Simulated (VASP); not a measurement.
Output of a VASP run:

### OSZICAR
```
...
RMM:   3    -0.233913304108E+03   -0.12737E-02   -0.12870E-02   378   0.229E-01    0.199E-01
RMM:   4    -0.233913294229E+03    0.98787E-05   -0.14889E-03   376   0.750E-02    0.154E-01
RMM:   5    -0.233913115741E+03    0.17849E-03   -0.81157E-04   320   0.469E-02    0.670E-02
RMM:   6    -0.233913191803E+03   -0.76062E-04   -0.67183E-04   321   0.406E-02    0.383E-02
RMM:   7    -0.233913151329E+03    0.40475E-04   -0.74213E-05   274   0.190E-02    0.273E-02
RMM:   8    -0.233913137452E+03    0.13877E-04   -0.24199E-04   337   0.206E-02    0.120E-02
RMM:   9    -0.233913134030E+03    0.34222E-05   -0.23918E-05   200   0.104E-02
   4 F= -.23391313E+03 E0= -.23386916E+03  d E =-.152718E-01
       N       E                     dE             d eps       ncg     rms          rms(c)
DAV:   1    -0.233906675300E+03    0.64622E-02   -0.30395E+00   352   0.315E+00    0.135E+00
RMM:   2    -0.233924905898E+03   -0.18231E-01   -0.22190E-01   320   0.104E+00    0.284E-01
RMM:   3    -0.233930297318E+03   -0.53914E-02   -0.54490E-02   378   0.476E-01    0.417E-01
RMM:   4    -0.233930240097E+03    0.57221E-04   -0.61953E-03   375   0.156E-01    0.324E-01
RMM:   5    -0.233929470501E+03    0.76960E-03   -0.40493E-03   320   0.103E-01    0.129E-01
RMM:   6    -0.233929801631E+03   -0.33113E-03   -0.26002E-03   321   0.823E-02    0.815E-02
RMM:   7    -0.233929644621E+03    0.15701E-03   -0.24258E-04   323   0.358E-02    0.608E-02
RMM:   8    -0.233929572582E+03    0.72039E-04   -0.13412E-03   381   0.463E-02    0.308E-02
RMM:   9    -0.233929544117E+03    0.28464E-04   -0.14383E-04   302   0.214E-02    0.161E-02
RMM:  10    -0.233929545952E+03   -0.18350E-05   -0.22093E-05   198   0.927E-03
   5 F= -.23392955E+03 E0= -.23388523E+03  d E =-.316837E-01
       N       E                     dE             d eps       ncg     rms          rms(c)
DAV:   1    -0.233928168071E+03    0.13760E-02   -0.29526E-01   368   0.984E-01    0.414E-01
RMM:   2    -0.233929967040E+03   -0.17990E-02   -0.21806E-02   320   0.325E-01    0.879E-02
RMM:   3    -0.233930495825E+03   -0.52878E-03   -0.53364E-03   377   0.149E-01    0.131E-01
RMM:   4    -0.233930491882E+03    0.39424E-05   -0.63666E-04   377   0.494E-02    0.101E-01
RMM:   5    -0.233930418769E+03    0.73113E-04   -0.42236E-04   320   0.331E-02    0.377E-02
RMM:   6    -0.233930451828E+03   -0.33059E-04   -0.24602E-04   315   0.257E-02    0.262E-02
RMM:   7    -0.233930435211E+03    0.16617E-04   -0.22871E-05   198   0.110E-02    0.191E-02
RMM:   8    -0.233930427227E+03    0.79846E-05   -0.12230E-04   311   0.141E-02    0.888E-03
RMM:   9    -0.233930425357E+03    0.18699E-05   -0.93096E-06   186   0.614E-03
   6 F= -.23393043E+03 E0= -.23388606E+03  d E =-.325631E-01
       N       E                     dE             d eps       ncg     rms          rms(c)
DAV:   1    -0.233931244573E+03   -0.81735E-03   -0.11059E-01   368   0.602E-01    0.273E-01
RMM:   2    -0.233931854736E+03   -0.61016E-03   -0.83530E-03   321   0.200E-01    0.533E-02
RMM:   3    -0.233932069695E+03   -0.21496E-03   -0.22319E-03   384   0.909E-02    0.845E-02
RMM:   4    -0.233932075354E+03   -0.56584E-05   -0.25098E-04   364   0.293E-02    0.699E-02
RMM:   5    -0.233932042913E+03    0.32440E-04   -0.63891E-05   281   0.144E-02    0.546E-02
RMM:   6    -0.233932047418E+03   -0.45045E-05   -0.26125E-04   325   0.225E-02    0.221E-02
RMM:   7    -0.233932039269E+03    0.81492E-05   -0.21737E-05   189   0.108E-02
   7 F= -.23393204E+03 E0= -.23388746E+03  d E =-.161391E-02
```

### OUTCAR
```
------------------------ aborting loop because EDIFF is reached ----------------------------------------
  FORCE on cell =-STRESS in cart. coord.  units (eV):
  Direction    XX          YY          ZZ          XY          YZ          ZX
  --------------------------------------------------------------------------------------
  Total      -12.8042071    -12.7891258    -12.4325061     -0.0448882      0.0223470      0.0624457
  in kB      -14.1241989    -14.1075628    -13.7141790     -0.0495158      0.0246508      0.0688833
  external PRESSURE =     -13.9819802 kB  Pullay stress =       0.0000000 kB
  volume of cell :     1452.44
      direct lattice vectors                 reciprocal lattice vectors
     6.356797160  3.670099097 10.376049961     0.078655963  0.045412034  0.032125263
    -6.356797160  3.670099097 10.376049961    -0.078655963  0.045412034  0.032125263
     0.000000000 -7.340198194 10.376049961     0.000000000 -0.090824069  0.032125263
  FREE ENERGIE OF THE ION-ELECTRON SYSTEM (eV)
  ---------------------------------------------------
  free  energy   TOTEN  =      -233.9320392687 eV

  energy  without entropy=     -233.8428713107  energy(sigma->0) =     -233.88745529

 reached required accuracy - stopping structural energy minimisation
```
(Selected blocks of OUTCAR.)

POSCAR:
```
Pb26S27
1
    6.3567971597     3.6700990970    10.3760499606
   -6.3567971597     3.6700990970    10.3760499606
   -0.0000000000    -7.3401981940    10.3760499606
Pb S
26 27
Direct
  0.3268570000   0.3268570000   0.3268570000
  0.3268570000   0.3268570000   0.6601900000
  0.3268570000   0.3268570000   0.9935230000
  0.3268570000   0.6601900000   0.3268570000
  0.3268570000   0.6601900000   0.9935230000
  0.3268570000   0.9935230000   0.3268570000
  0.3268570000   0.9935230000   0.6601900000
  0.3268570000   0.9935230000   0.9935230000
  0.6601900000   0.3268570000   0.3268570000
  0.6601900000   0.3268570000   0.6601900000
  0.6601900000   0.3268570000   0.9935230000
  0.6601900000   0.6601900000   0.3268570000
  0.6601900000   0.6601900000   0.6601900000
  0.6601900000   0.6601900000   0.9935230000
  0.6601900000   0.9935230000   0.3268570000
  0.6601900000   0.9935230000   0.6601900000
  0.6601900000   0.9935230000   0.9935230000
  0.9935230000   0.3268570000   0.3268570000
  0.9935230000   0.3268570000   0.6601900000
  0.9935230000   0.3268570000   0.9935230000
  0.9935230000   0.6601900000   0.3268570000
  0.9935230000   0.6601900000   0.6601900000
  0.9935230000   0.6601900000   0.9935230000
  0.9935230000   0.9935230000   0.3268570000
  0.9935230000   0.9935230000   0.6601900000
  0.9935230000   0.9935230000   0.9935230000
  0.1583460000   0.1583460000   0.1583460000
  0.1583460000   0.1583460000   0.4916790000
  0.1583460000   0.1583460000   0.8250120000
  0.1583460000   0.4916790000   0.1583460000
  0.1583460000   0.4916790000   0.4916790000
  0.1577070000   0.4915720000   0.8250410000
  0.1583460000   0.8250120000   0.1583460000
  0.1573230000   0.8276550000   0.4874790000
  0.1586450000   0.8217490000   0.8255950000
  0.4916790000   0.1583460000   0.1583460000
  0.4916790000   0.1583460000   0.4916790000
  0.4916790000   0.1583460000   0.8250120000
  0.4916790000   0.4916790000   0.1583460000
  0.4889860000   0.4959120000   0.4899230000
  0.4946460000   0.4883700000   0.8223900000
  0.4916790000   0.8250120000   0.1583460000
  0.4933260000   0.8288710000   0.4882980000
  0.4916790000   0.8250120000   0.8250120000
  0.8250120000   0.1583460000   0.1583460000
  0.8250120000   0.1583460000   0.4916790000
  0.8250120000   0.1583460000   0.8250120000
  0.8250120000   0.4916790000   0.1583460000
  0.8250120000   0.4916790000   0.4916790000
  0.8250120000   0.4916790000   0.8250120000
  0.8250120000   0.8250120000   0.1583460000
  0.8250120000   0.8250120000   0.4916790000
  0.8250120000   0.8250120000   0.8250120000
```

**Question.** Write an INCAR and KPOINTS that could have produced this output.

**Answer.** One answer among several that fit: the input of the run itself, PBE GGA, plane waves, VASP's PBE PAW potentials (set 64).

**INCAR**
```
SYSTEM  =  Pb26S27
PREC  =  Normal; ENCUT  =  400; LREAL  =  Auto
LASPH  =  .True.; ISYM  =  0
EDIFF  =  1E-5; NELM  =  100; NELMIN  =  4
ALGO  =  Fast; LMAXMIX  =  4
ISMEAR  =  0; SIGMA  =  0.05
GGA  =  PE
IBRION  =  2; NSW  =  60; ISIF  =  2
EDIFFG  =  -0.03
LWAVE  =  .False.; LCHARG  =  .False.
```

File KPOINTS:
```
Automatic mesh
0
gamma
  1 1 1
0 0 0
```

POTCAR, in this order: Pb S (PBE.64 set). Program: vasp_gam.

The supercell is sampled at Γ alone, which is coarse: total energies, pressure and levels can be off, energies of defects by several tenths of an eV.

The cell is a supercell with a defect, built from a database entry that may be metastable or hypothetical: vac_Pb. The run is not spin-polarised, so no state with unpaired spins was tried.
